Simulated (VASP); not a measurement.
The input files of a VASP run:

File KPOINTS:
```
Automatic mesh
0
Gamma
14 14 14
0 0 0
```

File POSCAR:
```
Na
1
   -2.0364408668     2.0364408668     2.0364408668
    2.0364408668    -2.0364408668     2.0364408668
    2.0364408668     2.0364408668    -2.0364408668
Na
1
Direct
  0.0000000000   0.0000000000   0.0000000000
```

### INCAR
```
! general
SYSTEM = Na
PREC   = Accurate
ENCUT  = 520   ! plane-wave cut-off (eV)
LREAL  = .FALSE.   ! projection in real space or not
LASPH  = .TRUE.

! electronic loop
EDIFF  = 1E-7   ! SCF stop (eV)
NELM   = 100   ! most electronic steps
ALGO   = Normal   ! blocked Davidson

! smearing
ISMEAR = -5

! functional
GGA    = PE   ! PBE
IVDW   = 12   ! D3, Becke-Johnson

! ions
ISIF   = 2

! output
LWAVE  = .FALSE.
LCHARG = .TRUE.
LORBIT = 11   ! lm-projected
NEDOS  = 601   ! DOS grid
```

POTCAR, in this order: Na_pv (PBE.64 set). Program: vasp_std.

Problem. Translate this PBE-D3(BJ) calculation to Ansatz.

Solution. One equivalent input (not run):
Ansatz 0.2 input:
```yaml
crystal:
  lattice:
    - [-2.0364409, 2.0364409, 2.0364409]
    - [2.0364409, -2.0364409, 2.0364409]
    - [2.0364409, 2.0364409, -2.0364409]
  atoms:
    - { symbol: Na, position: [0.0000000, 0.0000000, 0.0000000] }
kpoints:
  mp_grid: { grid: [14, 14, 14] }
hamiltonian:
  xc: pbe
  dispersion: d3bj
  pseudopotentials: { kind: paw }
scf:
  occupations: { method: tetrahedron }
  max_iter: 100
output: { forces: true, stress: true, eigenvalues: true }
```
The two are equivalent in intent, not identical: each code has its own PAW files, so the cut-off isn't converted (ENCUT is set for VASP's; basis.ecutwfc is left out, and Ansatz then takes the one that its files recommend); Ansatz stops its SCF on the density residual and VASP on the energy change (EDIFF).

The compound is Na in the bcc structure. It was relaxed first, which changed the volume by -13 %.
